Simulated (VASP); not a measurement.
Here is the system:

```
CELL_PARAMETERS angstrom
      4.63978     0.00000     0.00000
      0.00000     4.63978     0.00000
      0.00000     0.00000     4.63978
ATOMIC_POSITIONS crystal
  Ag 0.75000 0.25000 0.75000
  Ag 0.25000 0.75000 0.75000
  Ag 0.75000 0.75000 0.25000
  Ag 0.25000 0.25000 0.25000
  O  0.00000 0.00000 0.00000
  O  0.50000 0.50000 0.50000
```

All values below come from LDA (Ceperley-Alder, Perdew-Zunger), VASP's LDA PAW potentials (set 64) (plane waves; VASP). Settings: 520 eV cut-off, 6×6×6 Γ-centred mesh, tetrahedra with Blöchl corrections, potentials Ag O.

The cores are frozen, which limits the accuracy of field gradients.

Question: Give the principal components of the electric field gradient (V/Å²) and the asymmetry η at each nucleus.

Answer: 
```csv
atom,Vxx,Vyy,Vzz,η
Ag1,103.4,103.4,-206.9,0.00
Ag2,103.4,103.4,-206.9,0.00
Ag3,103.4,103.4,-206.9,0.00
Ag4,103.4,103.4,-206.9,0.00
O5,0.0,0.0,0.0,-
O6,0.0,0.0,0.0,-
```

The compound is Ag2O in the cuprite structure. It was relaxed first, which changed the volume by -6 %.
